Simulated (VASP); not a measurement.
A convergence study with VASP on BN (hex): one setting is varied, all else stays as given below, so the limit is that of these other settings.

```yaml
crystal:
  lattice:
    - [1.25200, -2.16853, 0.00000]
    - [1.25200, 2.16853, 0.00000]
    - [0.00000, 0.00000, 6.66000]
  atoms:
    - { symbol: B, position: [0.33333, 0.66667, 0.25000] }
    - { symbol: B, position: [0.66667, 0.33333, 0.75000] }
    - { symbol: N, position: [0.66667, 0.33333, 0.25000] }
    - { symbol: N, position: [0.33333, 0.66667, 0.75000] }
```

Computed with PBEsol GGA, VASP's PBE PAW potentials (set 64) (plane waves; VASP). The tightest run used: 700 eV cut-off, 15×15×5 Monkhorst-Pack mesh, Gaussian smearing of 0.050 eV, potentials B N.

| setting | E (eV/atom) | pressure (GPa) | irreducible k-points |
|---|---|---|---|
| 1×1×1 mesh | -5.9938 | 23.23 | 1 |
| 2×2×1 mesh | -9.3534 | -1.40 | 2 |
| 3×3×1 mesh | -9.0713 | 1.16 | 3 |
| 4×4×1 mesh | -9.1240 | 1.48 | 6 |

Problem. These are the cheaper rows. Estimate the results at 15×15×5 mesh, and how far the last row shown lies from them.

Solution. 
```tsv
quantity	tightest run	last row shown is off by
E (eV/atom)	-9.1457	0.0217
pressure (GPa)	0.59	0.89
```

Left out are rungs that failed or repeat a setting and relaxations that didn't move; long series are thinned to 24 rows.

The compound is BN in the hex structure. The cell was not relaxed at this level.
